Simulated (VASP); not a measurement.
# LiCaBr3 (Pm-3m) in VASP: further runs, part 2 of 2

VASP 6.6.1. Earlier steps stand in the parts before.

## Step 3: Relaxation of cell and atoms, PBE

File INCAR:

```
PREC     = Accurate       # precision mode
ENCUT    = 600            # plane-wave cutoff, eV
EDIFF    = 1E-7           # SCF threshold, eV
ISMEAR   = 1              # smearing method
SIGMA    = 0.02           # smearing width, eV
LREAL    = F              # projectors in reciprocal space
LASPH    = T              # aspherical terms in the spheres
NELM     = 100            # most SCF steps
ALGO     = Normal         # electronic algorithm
ISIF     = 3              # what is computed and relaxed
LWAVE    = F              # write WAVECAR
LCHARG   = F              # write CHGCAR
GGA      = PE             # functional
IBRION   = 2              # ionic algorithm
NSW      = 60             # ionic steps
EDIFFG   = -0.03          # ionic threshold
```

File KPOINTS:

```
Automatic mesh
0
Gamma
  4 4 4
```

File POSCAR:

```
LiCaBr3
1.0
    5.0631252281      0.0000000000      0.0000000000
    0.0000000000      5.0631252281      0.0000000000
    0.0000000000      0.0000000000      5.0631252281
Ca Li Br
1 1 3
Direct
    0.0000000000      0.0000000000      0.0000000000
    0.5000000000      0.5000000000      0.5000000000
    0.5000000000      0.5000000000      0.0000000000
    0.0000000000      0.5000000000      0.5000000000
    0.5000000000      0.0000000000      0.5000000000
```

Potentials or basis: VASP PAW PBE potentials, release 64 (Ca_sv, Li_sv, Br).

Started as:

```bash
$ cat potpaw_PBE.64/Ca_sv/POTCAR potpaw_PBE.64/Li_sv/POTCAR potpaw_PBE.64/Br/POTCAR > POTCAR
$ mpirun -np 1 vasp_std > vasp.out
```

OUTCAR:

```text
PREC = Accurate
   ENCUT = 600
   EDIFF = 1E-7
   ISMEAR = 1
   LREAL = F
   LASPH = T
   NELM = 100
   ISIF = 3
   GGA = PE
   IBRION = 2
   NSW = 60
   EDIFFG = -0.03

 ion  position               nearest neighbor table
   1  0.000  0.000  0.000-
   2  0.500  0.500  0.500-   3 2.53   4 2.53   5 2.53   3 2.53   5 2.53   4 2.53
   3  0.500  0.500  0.000-   2 2.53   2 2.53
   4  0.000  0.500  0.500-   2 2.53   2 2.53
   5  0.500  0.000  0.500-   2 2.53   2 2.53

  LATTYP: Found a simple cubic cell.
 ALAT       =     5.0631252281

  Lattice vectors:

 A1 = (   5.0631252281,   0.0000000000,   0.0000000000)
 A2 = (   0.0000000000,   5.0631252281,   0.0000000000)
 A3 = (   0.0000000000,   0.0000000000,   5.0631252281)

Analysis of symmetry for initial positions (statically):
=====================================================================
 Subroutine PRICEL returns:
 Original cell was already a primitive cell.

 Routine SETGRP: Setting up the symmetry group for a
 simple cubic supercell.

 Subroutine GETGRP returns: Found 48 space group operations
 (whereof 48 operations were pure point group operations)
 out of a pool of 48 trial point group operations.

The static configuration has the point symmetry O_h .

Analysis of symmetry for dynamics (positions and initial velocities):
=====================================================================
 Subroutine PRICEL returns:
 Original cell was already a primitive cell.

 Routine SETGRP: Setting up the symmetry group for a
 simple cubic supercell.

 Subroutine GETGRP returns: Found 48 space group operations
 (whereof 48 operations were pure point group operations)
 out of a pool of 48 trial point group operations.

[... 107 lines left out ...]
   EFERMI_NEDOS =   21; number of points for ismear=-14 and -15
   IALGO  =     38    algorithm
   IMIX   =      4    mixing-type and parameters
     AMIX     =   0.40;   BMIX     =  1.00
     AMIX_MAG =   1.60;   BMIX_MAG =  1.00
  volume/ion in A,a.u.               =      25.96       175.18
  Fermi-wavevector in a.u.,A,eV,Ry     =   1.047488  1.979466 14.928741  1.097232
  Thomas-Fermi vector in A             =   2.182370
   LORBIT       =      0    0 simple, 1 ext, 2 COOP (PROOUT), +10 PAW based schemes
   GGA     = PE    functional components
   LHFCALC =     F    Hartree Fock is set to
   AEXX    =    0.0000 exact exchange contribution
   IVDW    =     0    specifies the selected vdW correction
   LEPSILON=     F    determine dielectric tensor
   LRPA    =     F    only Hartree local field effects (RPA)
 conjugate gradient relaxation of ions
 non-spin polarized calculation
 Methfessel and Paxton  Order N= 1 SIGMA  =   0.02
  energy-cutoff  :      600.00
  volume of cell :      129.79
 maximum number of plane-waves:      4385
   NGX = 21   NGY = 21   NGZ = 21

 number of electron      34.0000005 magnetization

 Free energy of the ion-electron system (eV)
  ---------------------------------------------------
  ext. energy  EPLUGINS =         0.00000000
  ---------------------------------------------------
  free energy    TOTEN  =       -16.29271405 eV

  energy without entropy =      -16.29276969  energy(sigma->0) =      -16.29273260

 E-fermi :   1.3514     XC(G=0):  -8.5526

 val. band max:        1.3346051492   @ k =   0.5000   0.5000   0.5000
 cond. band min:       3.5329539373   @ k =   0.0000   0.0000   0.0000
 fundamental gap:      2.1983487880
 Fermi energy:         1.3514151530

 k-point     1 :       0.0000    0.0000    0.0000
  band No.  band energies     occupation
      1     -42.6940      2.00000
      2     -40.5958      2.00000
      3     -21.5059      2.00000
      4     -21.5059      2.00000
      5     -21.5059      2.00000
      6     -12.6667      2.00000
[... 229 lines left out ...]
     20       4.7422      0.00000
     21       4.7423      0.00000

------------------------ aborting loop because EDIFF is reached ----------------------------------------

  FORCE on cell =-STRESS in cart. coord.  units (eV):
  Direction    XX          YY          ZZ          XY          YZ          ZX
  --------------------------------------------------------------------------------------
  -------------------------------------------------------------------------------------
  Total       -0.0064417     -0.0064417     -0.0064417      0.0000000      0.0000000     -0.0000000
  in kB       -0.0795159     -0.0795159     -0.0795159      0.0000000      0.0000000     -0.0000000
  external PRESSURE =      -0.0795159 kB  Pullay stress =       0.0000000 kB

 VOLUME and BASIS-vectors are now :
 -----------------------------------------------------------------------------
  energy-cutoff  :      600.00
  volume of cell :      129.79
      direct lattice vectors                 reciprocal lattice vectors
     5.063125228  0.000000000  0.000000000     0.197506472  0.000000000  0.000000000
     0.000000000  5.063125228  0.000000000     0.000000000  0.197506472  0.000000000
     0.000000000  0.000000000  5.063125228     0.000000000  0.000000000  0.197506472

 POSITION                                       TOTAL-FORCE (eV/Angst)
 -----------------------------------------------------------------------------------
      0.00000      0.00000      0.00000         0.000000      0.000000      0.000000
      2.53156      2.53156      2.53156         0.000000      0.000000      0.000000
      2.53156      2.53156      0.00000         0.000000      0.000000      0.000000
      0.00000      2.53156      2.53156         0.000000      0.000000      0.000000
      2.53156      0.00000      2.53156         0.000000      0.000000      0.000000
 -----------------------------------------------------------------------------------
    total drift:                                0.000000      0.000000     -0.000000

  FREE ENERGIE OF THE ION-ELECTRON SYSTEM (eV)
  ---------------------------------------------------
  free  energy   TOTEN  =       -16.2927140514 eV

  energy  without entropy=      -16.2927696877  energy(sigma->0) =      -16.29273260

 reached required accuracy - stopping structural energy minimisation
```

Run time: 21 s. Hardware: 1 thread of Intel Xeon Platinum 8488C (Sapphire Rapids), shared host; peak memory 0.26 GiB.

Results:

* Free energy: -16.2927 eV
* Pressure after relaxing: 0.0 GPa
* Band gap on the k mesh: 2.20 eV, indirect (least direct gap 2.49 eV)

Final structure:
```
Ca Li Br
1.0
     5.06313    0.00000    0.00000
     0.00000    5.06313    0.00000
     0.00000    0.00000    5.06313
Ca Li Br
1 1 3
Direct
  0.00000 0.00000 0.00000
  0.50000 0.50000 0.50000
  0.50000 0.50000 0.00000
  0.00000 0.50000 0.50000
  0.50000 0.00000 0.50000
```

Caveat: the cutoff is under 1.25 times the usual one of these potentials, so pressure, stress and relaxed cells hold a basis-set (Pulay) error; the relaxation stopped at its first step, so nothing moved.

## Step 4: Single point, PBE

This run uses another cell than the first one, of 10.64 Å³/atom, 0.410 times its volume.

File INCAR:

```
SYSTEM = LiCaF3
PREC = Accurate
ENCUT = 520
EDIFF = 1E-6
ISMEAR = 1
SIGMA = 0.02
LREAL = .FALSE.
LASPH = .TRUE.
NELM = 100
ALGO = Normal
ISIF = 2
LWAVE = .FALSE.
LCHARG = .FALSE.
GGA = PE
NBANDS = 25
```

File KPOINTS:

```
regular mesh
0
G
  5 5 5
  0 0 0
```

File POSCAR:

```
LiCaF3
1.0
    3.7605178015      0.0000000000      0.0000000000
    0.0000000000      3.7605178015      0.0000000000
    0.0000000000      0.0000000000      3.7605178015
Ca Li F
1 1 3
Direct
    0.0000000000      0.0000000000      0.0000000000
    0.5000000000      0.5000000000      0.5000000000
    0.5000000000      0.5000000000      0.0000000000
    0.0000000000      0.5000000000      0.5000000000
    0.5000000000      0.0000000000      0.5000000000
```

Potentials or basis: VASP PAW PBE potentials, release 64 (Ca_sv, Li_sv, F).

Started as:

```bash
$ cat potpaw_PBE.64/Ca_sv/POTCAR potpaw_PBE.64/Li_sv/POTCAR potpaw_PBE.64/F/POTCAR > POTCAR
$ mpirun -np 1 vasp_std > vasp.out
```

It took 7.9 s on 1 thread of Intel Xeon Platinum 8488C (Sapphire Rapids), shared host; peak memory 0.15 GiB.

It converged, with:

```
Free energy            : -26.0880 eV
Band gap on the k mesh : 6.56 eV, indirect (least direct gap 6.59 eV)
```

Levels at points of the mesh, in eV from the valence-band top:
```
           k point  band 14  band 15  band 16  band 17  band 18  band 19  band 20  band 21
(0.00, 0.00, 0.00)    -0.73    -0.03    -0.03    -0.03     6.56     6.56     6.94     8.16
```

Caveat: the cutoff is under 1.25 times the usual one of these potentials, so pressure, stress and relaxed cells hold a basis-set (Pulay) error; an odd mesh through Γ misses points on the zone boundary, where band edges often lie. PBE gaps usually lie below the measured ones, often by a third to a half.

## Step 5: Summary

| task | potentials or basis | cell | k mesh | cutoff (eV) | gap on the mesh (eV) |
| --- | --- | --- | --- | --- | --- |
| single point | VASP PAW PBE potentials, release 64 (Ca_sv, Li_sv, Br) | Pm-3m, 25.96 Å³/atom | 4 × 4 × 4 | 520 | 2.20 |
| relaxation of cell and atoms | VASP PAW PBE potentials, release 64 (Ca_sv, Li_sv, Br) | relaxed | 4 × 4 × 4 | 600 | 2.20 |
| single point | VASP PAW PBE potentials, release 64 (Ca_sv, Li_sv, F) | Pm-3m, 10.64 Å³/atom | 5 × 5 × 5 | 520 | 6.56 |

Alike in all rows: level PBE; no spin polarisation; smearing methfessel-paxton 0.02 eV.

Caveats: the cutoff is under 1.25 times the usual one of these potentials, so pressure, stress and relaxed cells hold a basis-set (Pulay) error; the relaxation stopped at its first step, so nothing moved (some runs); an odd mesh through Γ misses points on the zone boundary, where band edges often lie (some runs).

Total energies depend on the potentials used, so only differences within one code and one set of settings carry meaning.
